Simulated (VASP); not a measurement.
# CdGeAs2: how cutoff and mesh change the relaxed cell

How far does the relaxed cell of CdGeAs2 depend on cutoff and k mesh? The starting structure is a computed structure from the Materials Project. The first relaxation on each setting starts from this cell expanded by 3 % in volume.

Main program and level: VASP 6.6.1; Kohn-Sham DFT with plane waves and PAW; PBEsol.

### Step 1. The structure

It takes space group I-42d (No. 122, tetragonal). The conventional cell has a = 5.978 Å, b = 5.978 Å, c = 11.329 Å, α = 90.00°, β = 90.00°, γ = 90.00°. Nearest to Cd lie 4 As at 2.65 Å. As has 2 Ge at 2.45 Å and 2 Cd at 2.65 Å nearest. Nearest to Ge lie 4 As at 2.45 Å. Farther neighbours are not listed.

### Step 2. Reference relaxation

This run starts from the cell of an earlier relaxation, which isn't shown; the restart sets up the plane waves anew.

Contents of INCAR:

```
SYSTEM = CdGeAs2
PREC = Accurate
ENCUT = 450
EDIFF = 1E-06
NELM = 100
ISMEAR = 0
SIGMA = 0.03
LREAL = .FALSE.
ALGO = Normal
GGA = PS
NBANDS = 44
LORBIT = 11
LWAVE = .FALSE.
LCHARG = .FALSE.
KPAR = 8
IBRION = 2
NSW = 50
ISIF = 3
EDIFFG = -0.006
```

Contents of POSCAR:

```
CdGeAs2
1.0
   -2.9761966701      2.9761966701      5.6513363428
    2.9761966701     -2.9761966701      5.6513363428
    2.9761966701      2.9761966701     -5.6513363428
Cd As Ge
2 4 2
Direct
    0.5000000000      0.5000000000      0.0000000000
    0.2500000000      0.7500000000      0.5000000000
    0.0994069315      0.1250000000      0.4744069315
    0.3750000000      0.9005930685      0.0255930685
    0.6505930685      0.6250000000      0.5255930685
    0.8750000000      0.3494069315      0.9744069315
    0.7500000000      0.2500000000      0.5000000000
    0.0000000000      0.0000000000      0.0000000000
```

Contents of KPOINTS:

```
Automatic mesh
0
Gamma
6 6 6
0 0 0
```

PAW data sets: Cd, As and Ge_d (PBE family, release 64).

On the command line:

```bash
$ mpirun -np 8 vasp_std
```

Output:

```text
[banner, memory and clock lines left out]
running    8 mpi-ranks, on    1 nodes
 distrk:  each k-point on    1 cores,    8 groups
 distr:  one band on    1 cores,    1 groups

 POSCAR found type information on POSCAR CdAsGe
 POSCAR found :  3 types and       8 ions
|                                                                             |
|           W    W    AA    RRRRR   N    N  II  N    N   GGGG   !!!           |
|           W    W   A  A   R    R  NN   N  II  NN   N  G    G  !!!           |
|           W    W  A    A  R    R  N N  N  II  N N  N  G       !!!           |
|           W WW W  AAAAAA  RRRRR   N  N N  II  N  N N  G  GGG   !            |
|           WW  WW  A    A  R   R   N   NN  II  N   NN  G    G                |
|           W    W  A    A  R    R  N    N  II  N    N   GGGG   !!!           |
|                                                                             |
|     For optimal performance we recommend to set                             |
|       NCORE = 2 up to number-of-cores-per-socket                            |
|     NCORE specifies how many cores store one orbital (NPAR=cpu/NCORE).      |
|     This setting can greatly improve the performance of VASP for DFT.       |
|     The default, NCORE=1 might be grossly inefficient on modern             |
|     multi-core architectures or massively parallel machines. Do your        |
|     Unfortunately you need to use the default for GW and RPA                |
|     calculations (for HF NCORE is supported but not extensively tested      |
|     yet).                                                                   |
|                                                                             |

|                                                                             |
|               ----> ADVICE to this user running VASP <----                  |
|                                                                             |
|     You enforced a specific xc type in the INCAR file but a different       |
|     [... a line on the potential file left out ...]
|     I HOPE YOU KNOW WHAT YOU ARE DOING!                                     |
|                                                                             |

 LDA part: xc-table for (Slater+PW92), standard interpolation
 POSCAR, INCAR and KPOINTS ok, starting setup
 FFT: planning ... GRIDC
 FFT: planning ... GRID_SOFT
 FFT: planning ... GRID
 WAVECAR not read
 entering main loop
       N       E                     dE             d eps       ncg     rms          rms(c)
DAV:   1     0.660728361323E+03    0.66073E+03   -0.30839E+04  3376   0.246E+03
DAV:   2     0.689206048062E+02   -0.59181E+03   -0.57414E+03  2680   0.761E+02
DAV:   3    -0.284098743096E+02   -0.97330E+02   -0.95563E+02  3000   0.173E+02
DAV:   4    -0.340114616789E+02   -0.56016E+01   -0.55802E+01  3160   0.479E+01
DAV:   5    -0.341282488756E+02   -0.11679E+00   -0.11670E+00  3076   0.711E+00    0.863E+00
DAV:   6    -0.332354115036E+02    0.89284E+00   -0.19820E+00  3072   0.120E+01    0.668E+00
DAV:   7    -0.331372376850E+02    0.98174E-01   -0.79392E-01  3140   0.375E+00    0.280E+00
DAV:   8    -0.331276689895E+02    0.95687E-02   -0.10384E-01  3012   0.263E+00    0.544E-01
DAV:   9    -0.331264299695E+02    0.12390E-02   -0.16631E-02  3088   0.129E+00    0.115E-01
DAV:  10    -0.331261934844E+02    0.23649E-03   -0.18387E-03  2932   0.362E-01    0.468E-02
DAV:  11    -0.331262935847E+02   -0.10010E-03   -0.75067E-04  3132   0.152E-01    0.363E-02
DAV:  12    -0.331262636260E+02    0.29959E-04   -0.18036E-04  2600   0.103E-01    0.152E-02
DAV:  13    -0.331262678950E+02   -0.42690E-05   -0.10271E-05  2704   0.220E-02    0.831E-03
DAV:  14    -0.331262660960E+02    0.17990E-05   -0.67143E-06  2864   0.204E-02    0.971E-04
DAV:  15    -0.331262660973E+02   -0.13479E-08   -0.10827E-06  1652   0.473E-03
   1 F= -.33126266E+02 E0= -.33126266E+02  d E =-.331263E+02
[...]
2 F= -.33126299E+02 E0= -.33126299E+02  d E =-.325556E-04
[...]
3 F= -.33126298E+02 E0= -.33126298E+02  d E =-.317208E-04
[...]
4 F= -.33126298E+02 E0= -.33126298E+02  d E =-.320894E-04
 curvature:  -0.13 expect dE=-0.358E-05 dE for cont linesearch -0.544E-09
 trial: gam= 0.39607 g(F)=  0.191E-06 g(S)=  0.271E-04 ort = 0.528E-06 (trialstep = 0.972E+00)
 search vector abs. value=  0.382E-04
 bond charge predicted
       N       E                     dE             d eps       ncg     rms          rms(c)
DAV:   1    -0.331263870869E+02   -0.88723E-04   -0.29976E-03  2928   0.327E-01    0.554E-02
DAV:   2    -0.331263421541E+02    0.44933E-04   -0.78273E-05  3372   0.946E-02    0.326E-02
DAV:   3    -0.331263180709E+02    0.24083E-04   -0.23843E-05  3508   0.456E-02    0.828E-03
DAV:   4    -0.331263176799E+02    0.39099E-06   -0.60893E-06  2752   0.182E-02
   5 F= -.33126318E+02 E0= -.33126318E+02  d E =-.194932E-04
 trial-energy change:   -0.000019  1 .order   -0.000020   -0.000027   -0.000014
 step:   2.0370(harm=  2.0370)  dis= 0.00009  next Energy=   -33.126326 (dE=-0.280E-04)
 reached required accuracy - stopping structural energy minimisation
```

It took 2.5 min on 8 MPI ranks of Intel Xeon Platinum 8259CL at 2.50GHz (Skylake/Cascade Lake), shared host; peak memory 4.2 GiB; 19 min of CPU time.

The logs omit lines about the potential files and the build; timing stands in the text.

OUTCAR, selected parts (step 2):

```text
ion  position               nearest neighbor table
   1  0.500  0.500  0.000-   5 2.63   4 2.63   6 2.63   3 2.63
   2  0.250  0.750  0.500-   4 2.63   3 2.63   5 2.63   6 2.63
   3  0.099  0.125  0.474-   7 2.45   8 2.45   1 2.63   2 2.63
   4  0.375  0.901  0.026-   7 2.45   8 2.45   1 2.63   2 2.63
   5  0.651  0.625  0.526-   7 2.45   8 2.45   2 2.63   1 2.63
   6  0.875  0.349  0.974-   7 2.45   8 2.45   2 2.63   1 2.63
   7  0.750  0.250  0.500-   3 2.45   4 2.45   5 2.45   6 2.45
   8  0.000  0.000  0.000-   3 2.45   4 2.45   5 2.45   6 2.45

  LATTYP: Found a body centered tetragonal cell.
 ALAT       =     5.9523933402
 C/A-ratio  =     1.8988450594

 Subroutine GETGRP returns: Found  8 space group operations
 (whereof  4 operations were pure point group operations)

The static configuration has the point symmetry S_4 .
 The point group associated with its full space group is D_2d.

 Found     30 irreducible k-points:

   k-points           NKPTS =     30   k-points in BZ     NKDIM =     30   number of bands    NBANDS=     44

   dimension x,y,z NGX =    50 NGY =   50 NGZ =   50
   dimension x,y,z NGXF=   100 NGYF=  100 NGZF=  100

   ENCUT  =  450.0 eV  33.07 Ry    5.75 a.u.  12.19 12.19 12.19*2*pi/ulx,y,z

   NELECT =      72.0000    total number of electrons

 k-points in reciprocal lattice and weights: Automatic mesh
   0.00000000  0.00000000  0.00000000       0.005
   0.16666667  0.00000000  0.00000000       0.037
   0.33333333  0.00000000  0.00000000       0.037
   0.50000000  0.00000000  0.00000000       0.019
   0.16666667  0.16666667  0.00000000       0.037
   0.33333333  0.16666667  0.00000000       0.074
   0.50000000  0.16666667  0.00000000       0.074
  -0.33333333  0.16666667  0.00000000       0.074
  -0.16666667  0.16666667  0.00000000       0.019
[...]
-0.33333333 -0.33333333  0.33333333       0.009
   0.50000000  0.50000000  0.50000000       0.005

 average (electrostatic) potential at core
       1 -38.4813       2 -38.4813       3 -51.2464       4 -51.2464       5 -51.2464
       6 -51.2464       7 -76.3056       8 -76.3056

 E-fermi :   2.9228

 k-point     1 :       0.0000    0.0000    0.0000
  band No.  band energies     occupation
    ...
     32       0.7260      2.00000
     33       0.7260      2.00000
     34       2.7003      2.00000
     35       2.8034      2.00000
     36       2.8034      2.00000
     37       3.0188      0.00001
     38       4.1552      0.00000
     39       4.5828      0.00000
     40       5.7874      0.00000
     41       5.7874      0.00000
    ...

 k-point     2 :       0.1667    0.0000    0.0000
  band No.  band energies     occupation
    ...
     32       0.7019      2.00000
     33       0.8574      2.00000
     34       1.3549      2.00000
     35       2.4683      2.00000
     36       2.8178      2.00000
     37       3.9580      0.00000
     38       4.5925      0.00000
     39       4.9997      0.00000
     40       5.4976      0.00000
     41       5.8429      0.00000
    ...

 k-point     3 :       0.3333    0.0000    0.0000
  band No.  band energies     occupation
    ...
     32       0.1008      2.00000
     33       0.7456      2.00000
     34       1.3937      2.00000
     35       1.8688      2.00000
     36       2.4912      2.00000
     37       4.5193      0.00000
     38       4.8142      0.00000
     39       5.5320      0.00000
     40       5.8322      0.00000
     41       5.9701      0.00000
    ...

  Total       -0.0210072     -0.0210072      0.0174767      0.0000000      0.0000000      0.0000000
  in kB       -0.1681984     -0.1681984      0.1399306      0.0000000      0.0000000      0.0000000
  external PRESSURE =      -0.0654887 kB  Pullay stress =       0.0000000 kB

  energy-cutoff  :      450.00
  volume of cell :      200.10
      direct lattice vectors                 reciprocal lattice vectors
    -2.974577652  2.974577652  5.653882050     0.000000000  0.168091090  0.088434813
     2.974577652 -2.974577652  5.653882050     0.168091090  0.000000000  0.088434813
     2.974577652  2.974577652 -5.653882050     0.168091090  0.168091090  0.000000000

 POSITION                                       TOTAL-FORCE (eV/Angst)
 -----------------------------------------------------------------------------------
      0.00000      0.00000      5.65388        -0.000000     -0.000000     -0.000000
      2.97458      0.00000      2.82694        -0.000000      0.000000     -0.000000
      1.48729      1.33507     -1.41347        -0.000000      0.001232      0.000000
      1.63951     -1.48729      7.06735        -0.001232      0.000000     -0.000000
      1.48729      1.63951      4.24041        -0.000000     -0.001232     -0.000000
      1.33507      4.46187      1.41347         0.001232      0.000000      0.000000
      0.00000      2.97458      2.82694        -0.000000     -0.000000      0.000000
      0.00000      0.00000     -0.00000        -0.000000      0.000000     -0.000000
 -----------------------------------------------------------------------------------
    total drift:                               -0.000002     -0.000002      0.000004

  FREE ENERGIE OF THE ION-ELECTRON SYSTEM (eV)
  ---------------------------------------------------
  free  energy   TOTEN  =       -33.1263176799 eV

  energy  without entropy=      -33.1263176741  energy(sigma->0) =      -33.12631768

 reached required accuracy - stopping structural energy minimisation

 total charge
# of ion       s       p       d       tot
------------------------------------------
    1        0.500   0.367   9.506  10.373
    2        0.500   0.367   9.506  10.373
    3        1.234   1.523   0.032   2.788
    4        1.234   1.523   0.032   2.788
    5        1.234   1.523   0.032   2.788
    6        1.234   1.523   0.032   2.788
    7        1.129   1.150  10.056  12.336
    8        1.129   1.150  10.056  12.336
--------------------------------------------------
tot          8.192   9.124  39.253  56.569

[... 3 further parts left out ...]
```

CONTCAR:

```
CdGeAs2
   1.00000000000000
    -2.9745776517333749    2.9745776517333749    5.6538820502001856
     2.9745776517333749   -2.9745776517333749    5.6538820502001856
     2.9745776517333749    2.9745776517333749   -5.6538820502001856
  Cd              As              Ge
     2     4     2
Direct
     0.5000000000000000    0.5000000000000000    0.0000000000000000
     0.2500000000000000    0.7500000000000000    0.5000000000000000
     0.0994127414824244    0.1250000000000000    0.4744127414824244
     0.3750000000000000    0.9005872585175756    0.0255872585175756
     0.6505872585175756    0.6250000000000000    0.5255872585175756
     0.8750000000000000    0.3494127414824244    0.9744127414824244
     0.7500000000000000    0.2500000000000000    0.5000000000000000
     0.0000000000000000    0.0000000000000000    0.0000000000000000
```

The PAW data sets were made with PBE, which is usual practice but a small mismatch for other functionals. The run keeps the 8 symmetry operations of its start, so it cannot find a distortion of lower symmetry.

The reference relaxation ends at 25.013 Å³ an atom.

### Step 3. Relaxation with a cutoff of 310 eV

Against step 2 the input has ENCUT = 310. This run starts from the cell of an earlier relaxation, which isn't shown; the restart sets up the plane waves anew.

Edit INCAR of step 2 so:

```diff
@@ -2,3 +2,3 @@
 PREC = Accurate
-ENCUT = 450
+ENCUT = 310
 EDIFF = 1E-06
```

Contents of POSCAR:

```
CdGeAs2
1.0
   -2.9754862004      2.9754862004      5.6542022455
    2.9754862004     -2.9754862004      5.6542022455
    2.9754862004      2.9754862004     -5.6542022455
Cd As Ge
2 4 2
Direct
    0.5000000000      0.5000000000      0.0000000000
    0.2500000000      0.7500000000      0.5000000000
    0.0994199370      0.1250000000      0.4744199370
    0.3750000000      0.9005800630      0.0255800630
    0.6505800630      0.6250000000      0.5255800630
    0.8750000000      0.3494199370      0.9744199370
    0.7500000000      0.2500000000      0.5000000000
    0.0000000000      0.0000000000      0.0000000000
```

KPOINTS is that of step 2.

On the command line:

```bash
$ mpirun -np 8 vasp_std
```

Output:

```text
[banner, memory and clock lines left out]
running    8 mpi-ranks, on    1 nodes
[...]
[... a notice as in an earlier step ...]

 [... a notice as in an earlier step ...]

 LDA part: xc-table for (Slater+PW92), standard interpolation
 POSCAR, INCAR and KPOINTS ok, starting setup
[...]
entering main loop
       N       E                     dE             d eps       ncg     rms          rms(c)
DAV:   1     0.553385601152E+03    0.55339E+03   -0.25240E+04  3368   0.198E+03
DAV:   2     0.489322766428E+02   -0.50445E+03   -0.48961E+03  2704   0.623E+02
DAV:   3    -0.300541499748E+02   -0.78986E+02   -0.77915E+02  3024   0.148E+02
DAV:   4    -0.340526296790E+02   -0.39985E+01   -0.39850E+01  3088   0.394E+01
[...]
DAV:  13    -0.331287745334E+02   -0.43663E-05   -0.95065E-06  2652   0.204E-02    0.863E-03
DAV:  14    -0.331287724687E+02    0.20647E-05   -0.82312E-06  2860   0.224E-02    0.674E-04
DAV:  15    -0.331287724936E+02   -0.24847E-07   -0.11893E-06  1792   0.484E-03
[...]
DAV:   3    -0.331288726014E+02    0.24860E-03   -0.49711E-04  3104   0.190E-01    0.793E-02
DAV:   4    -0.331288236758E+02    0.48926E-04   -0.98402E-05  3136   0.706E-02    0.180E-02
DAV:   5    -0.331288193898E+02    0.42860E-05   -0.27652E-05  3032   0.503E-02    0.832E-03
DAV:   6    -0.331288199798E+02   -0.58996E-06   -0.44462E-06  2500   0.136E-02
   2 F= -.33128820E+02 E0= -.33128820E+02  d E =-.474862E-04
 trial-energy change:   -0.000047  1 .order   -0.000042   -0.000156    0.000071
 step:   0.7143(harm=  0.6873)  dis= 0.00004  next Energy=   -33.128830 (dE=-0.575E-04)
[...]
N       E                     dE             d eps       ncg     rms          rms(c)
DAV:   1    -0.331289707888E+02   -0.15140E-03   -0.25466E-03  3128   0.507E-01    0.803E-02
DAV:   2    -0.331288564284E+02    0.11436E-03   -0.27962E-04  3064   0.182E-01    0.327E-02
DAV:   3    -0.331288352661E+02    0.21162E-04   -0.41361E-05  3104   0.546E-02    0.231E-02
DAV:   4    -0.331288286249E+02    0.66412E-05   -0.81917E-06  2748   0.205E-02    0.521E-03
DAV:   5    -0.331288282834E+02    0.34150E-06   -0.22021E-06  1996   0.142E-02
   3 F= -.33128828E+02 E0= -.33128828E+02  d E =-.557898E-04
[...]
reached required accuracy - stopping structural energy minimisation
```

It took 47 s on 8 MPI ranks; peak memory 2.8 GiB.

Parts of OUTCAR (step 3):

```text
  Total       -0.0284469     -0.0284469      0.0083052      0.0000000      0.0000000      0.0000000
  in kB       -0.2278779     -0.2278779      0.0665296      0.0000000      0.0000000      0.0000000
  external PRESSURE =      -0.1297420 kB  Pullay stress =       0.0000000 kB

 POSITION                                       TOTAL-FORCE (eV/Angst)
 -----------------------------------------------------------------------------------
      0.00000      0.00000      5.65283        -0.000000     -0.000000      0.000000
      2.97412      0.00000      2.82641        -0.000000     -0.000000     -0.000000
      1.48706      1.33495     -1.41321        -0.000000      0.002133      0.000000
      1.63917     -1.48706      7.06604        -0.002133     -0.000000     -0.000000
      1.48706      1.63917      4.23962        -0.000000     -0.002133     -0.000000
      1.33495      4.46118      1.41321         0.002133     -0.000000      0.000000
      0.00000      2.97412      2.82641        -0.000000     -0.000000      0.000000
      0.00000      0.00000      0.00000        -0.000000     -0.000000      0.000000
 -----------------------------------------------------------------------------------
    total drift:                                0.000029      0.000029      0.000042

  FREE ENERGIE OF THE ION-ELECTRON SYSTEM (eV)
  ---------------------------------------------------
  free  energy   TOTEN  =       -33.1288282834 eV

  energy  without entropy=      -33.1288282778  energy(sigma->0) =      -33.12882828

[... 2 parts as in an earlier step ...]

[... 2 further parts left out ...]
[key lines of the parts left out:]
E-fermi :   2.9285
```

With a cutoff of 310 eV the cell ends at 25.001 Å³ an atom, -0.05 % from the reference.

(Part 1 of 2 ends here.)

[Lines on the potential files, build, host, timing and source positions are cut from VASP's logs without a mark.]

[Logs are printed without paths, hosts, clocks, repeated set-up lines and the standing remarks that a program may print on its own settings, such as how far it seeks lower states.]

[Hosts, paths, dates, database ids (printed as entryN), source tags and the programs' standing remarks are cut or masked in the printed files.]
